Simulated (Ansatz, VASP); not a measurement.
# BiAs in two plane-wave programs

One calculation is typed for both programs; each brings its own data sets. How far apart do they land? The cell is generated by rule, not measured, and may not be a known phase. The cell is taken from a series of runs on this material, whose earlier steps may have relaxed, scaled, displaced or heated it; both programs get it as it stands.

Method: plane waves, with VASP 6.6.1 beside it; zone-centre phonons at PBEsol, in Ansatz 0.2.0.

The structure was built from a prototype and need not be the compound's stable phase.

## 1. The starting structure

It takes space group P6_3mc (No. 186, hexagonal). The conventional cell has a = 4.979 Å, b = 4.979 Å, c = 6.260 Å, α = 90.00°, β = 90.00°, γ = 120.00°. Nearest to Bi lie 4 As at 2.78 to 2.90 Å. Nearest to As lie 4 Bi at 2.78 to 2.90 Å. Farther neighbours are not listed.

## 2. Ansatz: zone-centre phonons, PBEsol

Ansatz runs on its default PAW (the set named soft_2) files.

Second derivatives magnify differences that forces hide, and they need a tight electronic threshold.

The input, input.yaml:

```yaml
crystal:
  lattice:
    - [4.9789832284, 0.0, 0.0]
    - [-2.4894916142, 4.3119259608, 0.0]
    - [0.0, 0.0, 6.2598166606]
  atoms:
    - { symbol: Bi, position: [0.3333333333, 0.6666666667, -0.0342388637] }
    - { symbol: Bi, position: [0.6666666667, 0.3333333333, 0.4657611363] }
    - { symbol: As, position: [0.3333333333, 0.6666666667, 0.4092388637] }
    - { symbol: As, position: [0.6666666667, 0.3333333333, 0.9092388637] }
kpoints:
  mp_grid: { grid: [10, 10, 6] }
hamiltonian:
  xc: pbesol
scf:
  occupations: { method: methfessel_paxton, width: 0.15 }
output:
  eigenvalues: true
phonons:
  method: dfpt
```

On the command line:

```
> ansatz run input.yaml --threads 4 --pin off --max-ram 7168MiB --backend cpu --events-out ev --progress --plain --runs-dir out
```

Numbers of over 12 decimals in the logs are rounded to 6 here.

The program printed:

```text
Engine: ansatz 0.2.0, aarch64-unknown-linux-gnu
Pseudopotentials: kind: paw
Pseudopotential: Bi, paw, valence charge 15, recommended cutoff 420 eV (normal), Bi.paw.azcp
Pseudopotential: As, paw, valence charge 15, recommended cutoff 420 eV (normal), As.paw.azcp
Functional definition: PBEsol
  exchange = pbesol_x
  correlation = pbesol_c
Crystal: 4 atoms, lattice volume = 134.392 Å³
Basis set: ecut = 420 eV, 2667 PW (Γ), exchange–correlation on 72×72×96 points (8 copies of the dense FFT grid, shifted against one another)
Bands: 36, of which v1, the nominal top of the filled ones, is band 30 counted from 1 (29 counted from 0)
Symmetry: 12 space group operations
k-points: 172 of 600 (irreducible under 2 space group operations, time reversal used)
Non-local potential: Bi, projectors of the file, l = 0: 2, l = 1: 2, l = 2: 2, l = 3: 2
Non-local potential: As, projectors of the file, l = 0: 2, l = 1: 2, l = 2: 3, l = 3: 1
PAW form: soft (Blöchl's): semilocal exchange-correlation on the pseudo side does not see the compensation charge
PAW frozen core: Bi, regenerated for the run's functional, and the local potential with it (the file was generated under x = pbe(κ = 0.804, μ = 0.219515), c = pbe(β = 0.066725))
PAW frozen core: As, regenerated for the run's functional, and the local potential with it (the file was generated under x = pbe(κ = 0.804, μ = 0.219515), c = pbe(β = 0.066725))
PAW one-centre angular grid: Bi, 590 points (default); XC on 64 Gauss nodes
PAW one-centre angular grid: As, 590 points (default); XC on 64 Gauss nodes
Initial density: superposition of atomic densities (neutral atoms: chi_scale 0, normalization atom), corrected by the library's trained network
Initial wavefunctions: pseudopotential atomic-orbital guess
Functional: x = pbesol(κ = 0.804, μ = 0.123457), c = pbesol(β = 0.046)
SCF iter   1: F=—  HF=-34109.509015 eV  |F-HF|=—  |Δ(HF+E_count)|=         —  Δρ=1.86e-3  dr2=4.72e-3  ethr=1.77e-3  ⟨swp⟩=6.3  Hψ=24914  notcnv=0
preconditioner: auto → Resta (q_TF=auto, 2.385 Å⁻¹)  ε∞=3.9  [insulator: Δε(μ)=0.112 eV  Ē_g=8.346 eV  σ=0.150 eV  W_gap=0.50  n_scr=22 (ndim 8)  ℏωp=14.3 eV  f_vac=0.127  D(μ)=0.57/eV (n_scr^D=0)  ε∞_Penn≈3.9]
SCF iter   2: F=—  HF=-34109.506929 eV  |F-HF|=—  |Δ(HF+E_count)|=   2.09e-3  S|Δr|=    0.00e0  Δρ=1.11e-3  dr2=1.44e-3  ethr=7.86e-6  ⟨swp⟩=2.0  Hψ=11109  notcnv=0
preconditioner: auto → Kerker (q_TF=auto, 2.385 Å⁻¹)  [metal: Δε(μ)=0.111 eV  Ē_g=8.347 eV  σ=0.150 eV  W_gap=0.49  n_scr=22 (ndim 8)  ℏωp=14.3 eV  f_vac=0.129  D(μ)=0.54/eV (n_scr^D=0)]
SCF iter   3: F=—  HF=-34109.507134 eV  |F-HF|=—  |Δ(HF+E_count)|=   2.05e-4  S|Δr|=    0.00e0  Δρ=3.17e-4  dr2=2.74e-4  ethr=2.40e-6  ⟨swp⟩=2.0  Hψ=9358  notcnv=0
SCF iter   4: F=—  HF=-34109.507164 eV  |F-HF|=—  |Δ(HF+E_count)|=   3.00e-5  S|Δr|=    0.00e0  Δρ=1.50e-4  dr2=9.03e-5  ethr=4.57e-7  ⟨swp⟩=2.0  Hψ=6969  notcnv=0
SCF iter   5: F=—  HF=-34109.507179 eV  |F-HF|=—  |Δ(HF+E_count)|=   1.47e-5  S|Δr|=    0.00e0  Δρ=6.47e-5  dr2=1.40e-5  ethr=1.51e-7  ⟨swp⟩=2.0  Hψ=7757  notcnv=0
SCF iter   6: F=—  HF=-34109.507193 eV  |F-HF|=—  |Δ(HF+E_count)|=   1.43e-5  S|Δr|=    0.00e0  Δρ=3.97e-5  dr2=4.04e-6  ethr=2.34e-8  ⟨swp⟩=2.0  Hψ=11245  notcnv=0
SCF iter   7: F=—  HF=-34109.507195 eV  |F-HF|=—  |Δ(HF+E_count)|=   1.73e-6  S|Δr|=    0.00e0  Δρ=1.49e-5  dr2=4.70e-7  ethr=6.74e-9  ⟨swp⟩=2.0  Hψ=11245  notcnv=0
SCF iter   8: F=—  HF=-34109.507197 eV  |F-HF|=—  |Δ(HF+E_count)|=   1.56e-6  S|Δr|=    0.00e0  Δρ=4.03e-6  dr2=2.62e-8  ethr=7.83e-10  ⟨swp⟩=2.0  Hψ=7841  notcnv=0
SCF iter   9: F=—  HF=-34109.507197 eV  |F-HF|=—  |Δ(HF+E_count)|=   5.21e-8  S|Δr|=    0.00e0  Δρ=9.52e-7  dr2=1.17e-9  ethr=4.36e-11  ⟨swp⟩=2.0  Hψ=11273  notcnv=0
SCF iter  10: F=—  HF=-34109.507197 eV  |F-HF|=—  |Δ(HF+E_count)|=  9.46e-11  S|Δr|=    0.00e0  Δρ=2.08e-7  dr2=7.23e-11  ethr=1.94e-12  ⟨swp⟩=2.0  Hψ=11245  notcnv=0
SCF iter  11: F=-34109.507197 eV  HF=-34109.507197 eV  |F-HF|=2.91e-11  |Δ(HF+E_count)|=  5.09e-11  S|Δr|=    0.00e0  Δρ=6.89e-8  dr2=8.55e-12  ethr=1.00e-12  ⟨swp⟩=9.8  Hψ=33181  notcnv=0
SCF 1 converged in 11 iterations: F = -34109.507197 eV  dr2 = 8.55e-12
  greatest PAW one-centre occupation: 0.999 electrons in one spin orbital (limit 2), on the As atom at site 3 (counted from 0), in its partial waves of l = 2
DFPT response loops at Γ: preconditioner auto → Kerker (q_TF=auto, 2.385 Å⁻¹) (partly filled bands, converged f_vac=0.134); β = 1.00, the filter's whole step (`scf.mixing.beta` (0.50) is not read by the response loops under this deck's `scf.mixing.preconditioner`; to damp them name `kerker` or `kerker_dos`, under which they read `scf.mixing.beta`, and type it under 1.00, their step now; both keys bind the ground state too); Broyden in place of MSR1
SCF converged after 11 iterations
Stability not checked: this state was not tested for a lower state beside it, because cold or Methfessel-Paxton smearing, or corrected tetrahedra, fill the levels in a way that the test cannot read (fill_not_monotonic; see scf.lower_state_search)
Free energy (F): -34109.507197 eV
Harris-Foulkes:  -34109.507197 eV  (|F-HF|=2.91e-11)
Internal energy: -34109.509686 eV  (E = F + TS)
E sigma→0 (E₀):  -34109.507819 eV
Entropy (-TS):   0.002490 eV (0.622 meV/atom)
Fermi energy:    8.054936 eV
Step filling:    the computed levels leave a gap of 0.0073 eV = 0.0 smearing widths at the electron count; against every level under it full and every level over it empty, smearing changes F+E_penalty+E_count by +0.494 meV and its σ→0 estimate by -0.128 meV
--- Per-component energies (eV) ---
  E_band       = -819.152337
  E_kinetic    = 809.596588
  E_local      = -7639.069622  (includes V_loc(G=0)·N_el)
  E_nonlocal   = -213.103671
  E_hartree    = 3389.173404
  E_xc         = -457.477625
  E_vxc        = -445.878387  (∫ρ·V_xc dr)
  E_paw        = -24602.772208  (= ΣΔE_a)
  E_vpaw       = -109.043195  (= ΣTr[D̂ρ^β])
  E_aug_tail   = -0.000900  (compensation charges beyond the density's cutoff)
  E_ewald      = -5397.968014
  E_core_change = 2.112362  (= ΣΔE_core)
  E_smearing   = 0.002490  (= −TS)
  E_closure    = -0.000000  (closes the sum)
  Σ components = -34109.507197   (vs F -34109.507197, Δ=0.00e0)
--- Band table (eV; the first three rows and the last of 172) ---
  k-point 0: bands = [... 26 lower, 4.3460, 6.1177, 6.1177, 6.1356, 8.1134, 8.1134, 10.2910, 10.2910, ... 2 higher]
  k-point 1: bands = [... 26 lower, 4.4340, 5.9443, 5.9443, 6.5137, 8.2299, 8.2299, 9.9671, 10.0619, ... 2 higher]
  k-point 2: bands = [... 26 lower, 4.6884, 5.5368, 5.5368, 6.9191, 8.5431, 8.5431, 8.8908, 9.5505, ... 2 higher]
  k-point 171: bands = [... 26 lower, 4.8188, 4.9172, 6.5154, 7.7426, 8.7579, 10.0637, 10.5147, 10.8283, ... 2 higher]
--- Phonons (Γ-DFPT): 4 representative perturbations + reference, on 172 of 600 k-points (Σ response iterations 12) ---
  k mesh reduced under 2 symmetry operations, with k and −k counted as one. Each operation leaves every solved perturbation unchanged. A smaller set is not used because it would not reduce the number of displacements times k-points to solve
  ASR residual: 8.327e-5 → 0.000e0 eV/Å²; symmetrization residual: 2.279e-5 eV/Å²
  ASR residual per site (eV/Å²): 8.33e-5 8.33e-5 2.32e-5 2.32e-5
  Γ frequencies (cm⁻¹): 0.00 0.00 0.00 20.49 20.49 73.41 134.34 134.34 145.60 156.64 156.64 172.65
  non-analytic LO–TO correction: not included (Born effective charges unavailable; polar crystals: no LO–TO splitting at Γ)
```

(Continued in part 2 of 2.)

[Lines on the potential files, build, host, timing and source positions are cut from VASP's logs without a mark.]

[Logs are printed without paths, hosts, clocks, repeated set-up lines and the standing remarks that a program may print on its own settings, such as how far it seeks lower states.]

[Hosts, paths, dates, database ids (printed as entryN), source tags and the programs' standing remarks are cut or masked in the printed files.]
